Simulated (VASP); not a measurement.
All values below come from LDA (Ceperley-Alder, Perdew-Zunger), VASP's LDA PAW potentials (set 64) (plane waves; VASP).

VASP ran on this input.

KPOINTS:
```
Automatic mesh
0
Gamma
5 5 5
0 0 0
```

INCAR:
```
SYSTEM = FeSi
PREC = Accurate; ENCUT = 500; LREAL = .False.
LASPH = .True.
EDIFF = 1E-6; NELM = 100; ALGO = Normal
LMAXMIX = 4
ISMEAR = 0; SIGMA = 0.05
IBRION = 2; NSW = 40; ISIF = 3
EDIFFG = -0.02
LWAVE = .False.; LCHARG = .False.
```

### POSCAR
```
FeSi
1
    4.3709344300     0.0000000000    -0.0000000000
    0.0000000000     4.3709344300     0.0000000000
    0.0000000000     0.0000000000     4.3709344300
Fe Si
4 4
Direct
  0.8628096344   0.6371903656   0.3628096344
  0.3628096344   0.8628096344   0.6371903656
  0.1371903656   0.1371903656   0.1371903656
  0.6371903656   0.3628096344   0.8628096344
  0.1590812184   0.3409187816   0.6590812184
  0.6590812184   0.1590812184   0.3409187816
  0.8409187816   0.8409187816   0.8409187816
  0.3409187816   0.6590812184   0.1590812184
```

POTCAR, in this order: Fe Si (LDA.64 set). Program: vasp_std.

Output of the run:

File OSZICAR:
```
       N       E                     dE             d eps       ncg     rms          rms(c)
DAV:   1     0.361106249263E+03    0.36111E+03   -0.19519E+04   638   0.186E+03
DAV:   2    -0.326741652115E+02   -0.39378E+03   -0.38272E+03   638   0.430E+02
DAV:   3    -0.720073629604E+02   -0.39333E+02   -0.35695E+02   942   0.152E+02
DAV:   4    -0.741157657877E+02   -0.21084E+01   -0.20324E+01   988   0.412E+01
DAV:   5    -0.741647665050E+02   -0.49001E-01   -0.48605E-01  1004   0.578E+00    0.338E+01
DAV:   6    -0.774905863407E+02   -0.33258E+01   -0.20562E+02   957   0.171E+02    0.275E+01
DAV:   7    -0.669266386281E+02    0.10564E+02   -0.80931E+01   962   0.120E+02    0.100E+01
DAV:   8    -0.666505645427E+02    0.27607E+00   -0.35390E+00   868   0.167E+01    0.291E+00
DAV:   9    -0.665681327848E+02    0.82432E-01   -0.40948E-01  1002   0.659E+00    0.114E+00
DAV:  10    -0.665571859170E+02    0.10947E-01   -0.13381E-02   820   0.130E+00    0.428E-01
DAV:  11    -0.665556633898E+02    0.15225E-02   -0.94148E-03  1007   0.115E+00    0.137E-01
DAV:  12    -0.665555808435E+02    0.82546E-04   -0.38052E-04  1012   0.211E-01    0.506E-02
DAV:  13    -0.665555753889E+02    0.54546E-05   -0.37360E-05   927   0.447E-02    0.166E-02
DAV:  14    -0.665555748116E+02    0.57735E-06   -0.23587E-06   508   0.169E-02
   1 F= -.66555575E+02 E0= -.66555103E+02  d E =-.665556E+02
       N       E                     dE             d eps       ncg     rms          rms(c)
DAV:   1    -0.665601232310E+02   -0.45478E-02   -0.10281E-01   661   0.455E+00    0.651E-01
DAV:   2    -0.665616518653E+02   -0.15286E-02   -0.11276E-01   957   0.438E+00    0.616E-01
DAV:   3    -0.665556080260E+02    0.60438E-02   -0.43475E-02   957   0.264E+00    0.130E-01
DAV:   4    -0.665554648282E+02    0.14320E-03   -0.96258E-04   883   0.287E-01    0.272E-02
DAV:   5    -0.665554592470E+02    0.55813E-05   -0.36078E-05  1012   0.540E-02    0.168E-02
DAV:   6    -0.665554579157E+02    0.13313E-05   -0.28915E-06   569   0.155E-02    0.545E-03
DAV:   7    -0.665554578414E+02    0.74232E-07   -0.23842E-06   503   0.153E-02
   2 F= -.66555458E+02 E0= -.66554968E+02  d E =0.116970E-03
       N       E                     dE             d eps       ncg     rms          rms(c)
DAV:   1    -0.665571836207E+02   -0.17257E-02   -0.32182E-02   651   0.254E+00    0.365E-01
DAV:   2    -0.665576313083E+02   -0.44769E-03   -0.35114E-02   957   0.244E+00    0.343E-01
DAV:   3    -0.665557641127E+02    0.18672E-02   -0.13518E-02   957   0.148E+00    0.729E-02
DAV:   4    -0.665557168337E+02    0.47279E-04   -0.31272E-04   945   0.169E-01    0.158E-02
DAV:   5    -0.665557154527E+02    0.13810E-05   -0.70699E-06   829   0.232E-02    0.962E-03
DAV:   6    -0.665557149628E+02    0.48992E-06   -0.21824E-06   426   0.104E-02
   3 F= -.66555715E+02 E0= -.66555235E+02  d E =-.140151E-03
```

File OUTCAR:
```
------------------------ aborting loop because EDIFF is reached ----------------------------------------
  FORCE on cell =-STRESS in cart. coord.  units (eV):
  Direction    XX          YY          ZZ          XY          YZ          ZX
  --------------------------------------------------------------------------------------
  Total       -0.0130639     -0.0130639     -0.0130639      0.0000000      0.0000000     -0.0000000
  in kB       -0.2502794     -0.2502794     -0.2502794      0.0000000      0.0000000     -0.0000000
  external PRESSURE =      -0.2502794 kB  Pullay stress =       0.0000000 kB
  volume of cell :       83.63
      direct lattice vectors                 reciprocal lattice vectors
     4.373061508  0.000000000  0.000000000     0.228672750  0.000000000 -0.000000000
    -0.000000000  4.373061508  0.000000000    -0.000000000  0.228672750  0.000000000
     0.000000000 -0.000000000  4.373061508     0.000000000 -0.000000000  0.228672750
 POSITION                                       TOTAL-FORCE (eV/Angst)
 -----------------------------------------------------------------------------------
      3.77307      2.78652      1.58654         0.001866     -0.001866      0.001866
      1.58654      3.77307      2.78652         0.001866      0.001866     -0.001866
      0.59999      0.59999      0.59999        -0.001866     -0.001866     -0.001866
      2.78652      1.58654      3.77307        -0.001866      0.001866      0.001866
      0.69570      1.49083      2.88223         0.002465     -0.002465      0.002465
      2.88223      0.69570      1.49083         0.002465      0.002465     -0.002465
      3.67736      3.67736      3.67736        -0.002465     -0.002465     -0.002465
      1.49083      2.88223      0.69570        -0.002465      0.002465      0.002465
 -----------------------------------------------------------------------------------
    total drift:                                0.000000     -0.000000     -0.000000
  FREE ENERGIE OF THE ION-ELECTRON SYSTEM (eV)
  ---------------------------------------------------
  free  energy   TOTEN  =       -66.5557149628 eV

  energy  without entropy=      -66.5547551336  energy(sigma->0) =      -66.55523505

 reached required accuracy - stopping structural energy minimisation
```
(Selected blocks of OUTCAR.)

**CONTCAR**
```
FeSi
   1.00000000000000
     4.3730615075773756    0.0000000000000000    0.0000000000000000
    -0.0000000000000000    4.3730615075773756    0.0000000000000000
     0.0000000000000000   -0.0000000000000000    4.3730615075773756
  Fe              Si
     4     4
Direct
     0.8627984449055250    0.6372015550944750    0.3627984449055251
     0.3627984449055251    0.8627984449055250    0.6372015550944750
     0.1372015550944749    0.1372015550944749    0.1372015550944749
     0.6372015550944750    0.3627984449055251    0.8627984449055250
     0.1590881065405358    0.3409118934594642    0.6590881065405358
     0.6590881065405358    0.1590881065405358    0.3409118934594642
     0.8409118934594642    0.8409118934594642    0.8409118934594642
     0.3409118934594642    0.6590881065405358    0.1590881065405358
```

**OUTCAR**
```
 val. band max:       10.3082733561   @ k =   0.2000   0.2000   0.0000

 cond. band min:      10.4584799601   @ k =   0.4000   0.2000   0.0000


 Fermi energy:        10.3846926227

 k-point     1 :       0.0000    0.0000    0.0000
  band No.  band energies     occupation
      1      -3.2449      2.00000
      2       2.2564      2.00000
      3       2.2564      2.00000
      4       2.2564      2.00000
      5       5.0996      2.00000
      6       5.0996      2.00000
      7       5.0996      2.00000
      8       6.6954      2.00000
      9       6.6954      2.00000
     10       6.6954      2.00000
     11       7.1907      2.00000
     12       7.3790      2.00000
     13       7.3790      2.00000
     14       7.7140      2.00000
     15       7.7140      2.00000
     16       7.7140      2.00000
     17       8.3372      2.00000
     18       8.3372      2.00000
     19       8.3372      2.00000
     20      10.0350      2.00000
     21      10.0350      2.00000
     22      10.0350      2.00000
     23      10.2824      1.99619
     24      10.2824      1.99619
     25      11.0171      0.00000
     26      11.0171      0.00000
     27      11.0171      0.00000
     28      13.6228      0.00000
     29      13.6228      0.00000

 k-point     2 :       0.2000    0.0000    0.0000
  band No.  band energies     occupation
      1      -2.9375      2.00000
      2       0.9254      2.00000
      3       2.4279      2.00000
      4       3.1275      2.00000
      5       4.4093      2.00000
      6       5.2735      2.00000
      7       5.7030      2.00000
      8       6.0809      2.00000
      9       6.1400      2.00000
     10       7.0001      2.00000
     11       7.4419      2.00000
     12       7.5826      2.00000
     13       7.6728      2.00000
     14       7.6823      2.00000
     15       7.7601      2.00000
     16       7.8125      2.00000
     17       8.2025      2.00000
     18       8.2795      2.00000
     19       8.6700      2.00000
...
```

The compound is FeSi in the B20 structure. This run relaxes it. Symmetry was kept, so distortions that lower it aren't found. The run is not spin-polarised, so no magnetic state was tried.
